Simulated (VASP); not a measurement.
# AgB2 in VASP: further runs, part 2 of 2

VASP 6.6.1. Earlier steps stand in the parts before.

### Step 4. Single point, r2SCAN

The input, INCAR:

```
SYSTEM = AgB2
PREC = Accurate
ENCUT = 460
EDIFF = 1E-6
ISMEAR = 0
SIGMA = 0.05
LREAL = .False.
LASPH = .True.
NELM = 100
ALGO = Normal
ISIF = 2
LWAVE = .False.
LCHARG = .False.
METAGGA = R2SCAN
LMIXTAU = .True.
ADDGRID = .False.
```

The input, KPOINTS:

```
regular mesh
0
Gamma
  5 5 4
  0 0 0
```

The input, POSCAR:

```
AgB2
1.0
    3.0000000000      0.0000000000      0.0000000000
   -1.5000000000      2.5980762114      0.0000000000
    0.0000000000      0.0000000000      3.2400000000
Ag B
1 2
Direct
    0.0172000000      0.0014340000     -0.0107780000
    0.6537670000      0.3220700000      0.4709270000
    0.3421410000      0.7037590000      0.5156140000
```

Potentials or basis: VASP PAW PBE potentials, release 64 (Ag, B).

On the command line:

```console
$ cat potpaw_PBE.64/Ag/POTCAR potpaw_PBE.64/B/POTCAR > POTCAR
$ mpirun -np 1 vasp_std > vasp.out
```

OUTCAR:

```text
SYSTEM = AgB2
   PREC = Accurate
   ENCUT = 460
   EDIFF = 1E-6
   ISMEAR = 0
   LREAL = .False.
   LASPH = .True.
   NELM = 100
   ISIF = 2
   METAGGA = R2SCAN

 Found     51 irreducible k-points:

 Following reciprocal coordinates:
            Coordinates               Weight
  0.000000  0.000000  0.000000      1.000000
  0.200000 -0.000000  0.000000      2.000000
  0.000000  0.200000  0.000000      2.000000
 -0.200000  0.200000  0.000000      2.000000
  0.400000 -0.000000  0.000000      2.000000
  0.000000  0.400000  0.000000      2.000000
   k-points           NKPTS =     51   k-points in BZ     NKDIM =     51   number of bands    NBANDS=     12
   number of dos      NEDOS =    301   number of ions     NIONS =      3
   total plane-waves  NPLWV =  13824
   dimension x,y,z NGX =    24 NGY =   24 NGZ =   24
   dimension x,y,z NGXF=    48 NGYF=   48 NGZF=   48
   ions per type =               1   2
   NGX,Y,Z   is equivalent  to a cutoff of  13.30, 13.30, 12.31 a.u.
   NGXF,Y,Z  is equivalent  to a cutoff of  26.60, 26.60, 24.63 a.u.
 SYSTEM =  AgB2
   PREC   = accura    normal or accurate (medium, high low for compatibility)
   ISTART =      0    job   : 0-new  1-cont  2-samecut
   ICHARG =      2    charge: 1-file 2-atom 10-const
   ISPIN  =      1    spin polarized calculation?
   LNONCOLLINEAR =      F non collinear calculations
   LSORBIT =      F    spin-orbit coupling
   LASPH  =      T    aspherical Exc in radial PAW
   ENCUT  =  460.0 eV  33.81 Ry    5.81 a.u.   5.25  5.25  5.67*2*pi/ulx,y,z
   NELM   =    100;   NELMIN=  2; NELMDL= -5     # of ELM steps
   EDIFF  = 0.1E-05   stopping-criterion for ELM
   LREAL  =      F    real-space projection
   EDIFFG = 0.1E-04   stopping-criterion for IOM
   NSW    =      0    number of steps for IOM
   IBRION =     -1    ionic relax: 0-MD 1-quasi-New 2-CG
   NFREE  =      0    steps in history (QN), initial steepest desc. (CG)
   ISIF   =      2    stress and relaxation
   ISYM   =      2    0-nonsym 1-usesym 2-fastsym
   POTIM  = 0.5000    time-step for ionic-motion
   TEBEG  =    0.0;   TEEND  =   0.0 temperature during run
   PSTRESS=    0.0 pullay stress
   NELECT =      17.0000    total number of electrons
   NUPDOWN=      -1.0000    fix difference up-down
   EMIN   =  10.00;   EMAX   =-10.00  energy-range for DOS
   EFERMI =   0.00;   METHOD = LEGACY
   ISMEAR =     0;   SIGMA  =   0.05  broadening in eV -4-tet -1-fermi 0-gaus
   EFERMI_NEDOS =   21; number of points for ismear=-14 and -15
   IALGO  =     38    algorithm
   IMIX   =      4    mixing-type and parameters
     AMIX     =   0.40;   BMIX     =  1.00
     AMIX_MAG =   1.60;   BMIX_MAG =  1.00
  volume/ion in A,a.u.               =       8.42        56.81
  Fermi-wavevector in a.u.,A,eV,Ry     =   1.434779  2.711340 28.008838  2.058591
  Thomas-Fermi vector in A             =   2.554150
   LORBIT       =      0    0 simple, 1 ext, 2 COOP (PROOUT), +10 PAW based schemes
   METAGGA = R2SCAN    functional components
   LHFCALC =     F    Hartree Fock is set to
   AEXX    =    0.0000 exact exchange contribution
   IVDW    =     0    specifies the selected vdW correction
   LEPSILON=     F    determine dielectric tensor
   LRPA    =     F    only Hartree local field effects (RPA)
 non-spin polarized calculation
 Gauss-broadening in eV      SIGMA  =   0.05
  energy-cutoff  :      460.00
  volume of cell :       25.25
 maximum number of plane-waves:       577
 NGX is ok and might be reduce to    24

 number of electron      17.0000003 magnetization

 Free energy of the ion-electron system (eV)
  ---------------------------------------------------
  ext. energy  EPLUGINS =         0.00000000
  ---------------------------------------------------
  free energy    TOTEN  =       -33.01314243 eV

  energy without entropy =      -33.01234239  energy(sigma->0) =      -33.01274241

 E-fermi :  10.7455     XC(G=0): -14.2655

 val. band max:       10.7411940143   @ k =  -0.2000   0.2000   0.5000
 cond. band min:      10.8307466153   @ k =   0.0000   0.2000   0.2500
 fundamental gap:      0.0895526010
 Fermi energy:        10.7454868798

 k-point     1 :       0.0000    0.0000    0.0000
  band No.  band energies     occupation
      1      -4.5020      2.00000
      2       3.2941      2.00000
      3       3.6653      2.00000
      4       3.8596      2.00000
      5       5.3019      2.00000
      6       5.4391      2.00000
      7       7.3746      2.00000
      8      10.9625      0.00000
      9      12.6696      0.00000
     10      15.4480      0.00000
     11      16.4198      0.00000
     12      17.5059      0.00000

 k-point     2 :       0.2000   -0.0000    0.0000
  band No.  band energies     occupation
      1      -3.6986      2.00000
      2       3.1276      2.00000
      3       3.5666      2.00000
      4       4.0388      2.00000
      5       4.2550      2.00000
      6       5.3002      2.00000
      7       8.8704      2.00000
      8       9.6426      2.00000
      9      10.0564      2.00000
     10      16.0691      0.00000
     11      17.0619      0.00000
     12      19.8378      0.00000

 k-point     3 :       0.0000    0.2000    0.0000
  band No.  band energies     occupation
      1      -3.7210      2.00000
      2       3.0062      2.00000
      3       3.5594      2.00000
      4       4.2183      2.00000
      5       4.3729      2.00000
      6       5.2197      2.00000
      7       8.8211      2.00000
      8       9.4989      2.00000
      9      10.1939      2.00000
     10      16.1112      0.00000
     11      17.6865      0.00000
     12      19.4112      0.00000

 k-point     4 :      -0.2000    0.2000    0.0000
  band No.  band energies     occupation
      1      -3.6978      2.00000
      2       3.1308      2.00000
      3       3.5826      2.00000
      4       4.0359      2.00000
      5       4.2350      2.00000
      6       5.3102      2.00000
      7       8.8937      2.00000
      8       9.6367      2.00000
      9       9.9962      2.00000
     10      16.0774      0.00000
     11      17.1137      0.00000
     12      19.8459      0.00000

 k-point     5 :       0.4000   -0.0000    0.0000
  band No.  band energies     occupation
      1      -1.4987      2.00000
      2       1.3465      2.00000
      3       3.0133      2.00000
      4       3.4214      2.00000
      5       5.1020      2.00000
      6       5.5018      2.00000
      7       7.1989      2.00000
      8       7.6851      2.00000
      9      12.9797      0.00000
     10      15.6642      0.00000
     11      17.0231      0.00000
     12      17.9775      0.00000

 k-point     6 :       0.0000    0.4000    0.0000
  band No.  band energies     occupation
      1      -1.6405      2.00000
      2       1.3029      2.00000
      3       3.2416      2.00000
      4       3.4952      2.00000
      5       5.0165      2.00000
      6       5.5672      2.00000
      7       7.2075      2.00000
      8       7.9511      2.00000
      9      12.2755      0.00000
     10      15.7967      0.00000
     11      17.2456      0.00000
     12      18.0979      0.00000

 [... further k-points ...]
[... 5 lines left out ...]
  --------------------------------------------------------------------------------------
  -------------------------------------------------------------------------------------
  Total        6.0094634      7.7253950     13.0250616     -0.0473582     -0.0726785     -0.0834882
  in kB      381.2660403    490.1320787    826.3655740     -3.0046083     -4.6110335     -5.2968487
  external PRESSURE =     565.9212310 kB  Pullay stress =       0.0000000 kB

 VOLUME and BASIS-vectors are now :
 -----------------------------------------------------------------------------
  energy-cutoff  :      460.00
  volume of cell :       25.25
      direct lattice vectors                 reciprocal lattice vectors
     3.000000000  0.000000000  0.000000000     0.333333333  0.192450090  0.000000000
    -1.500000000  2.598076211  0.000000000     0.000000000  0.384900179  0.000000000
     0.000000000  0.000000000  3.240000000     0.000000000  0.000000000  0.308641975

 POSITION                                       TOTAL-FORCE (eV/Angst)
 -----------------------------------------------------------------------------------
      0.04945      0.00373      3.20508        -0.368544      0.061033      0.247938
      1.47820      0.83676      1.52580         0.209878      1.786247      1.042975
     -0.02922      1.82842      1.67059         0.158666     -1.847280     -1.290913
 -----------------------------------------------------------------------------------
    total drift:                                0.000075      0.000088     -0.000032

  FREE ENERGIE OF THE ION-ELECTRON SYSTEM (eV)
  ---------------------------------------------------
  free  energy   TOTEN  =       -33.0131424306 eV

  energy  without entropy=      -33.0123423938  energy(sigma->0) =      -33.01274241
```

Run time: 20 s. Hardware: 1 thread of Intel Xeon 6975P-C (Granite Rapids), shared host; peak memory 0.15 GiB.

These settings aren't checked as converged: the numbers below hold their error.

Results:

```
Free energy            : -33.0131 eV
Pressure               : 56.6 GPa
Largest force          : 2.259 eV/Å
Band gap on the k mesh : none (metal or under the smearing width)
```

Caveat: the k mesh is coarse (spacing up to 0.48 Å⁻¹), so the values aren't converged; the PAW data sets were made with another functional, which shifts forces and pressure a little.
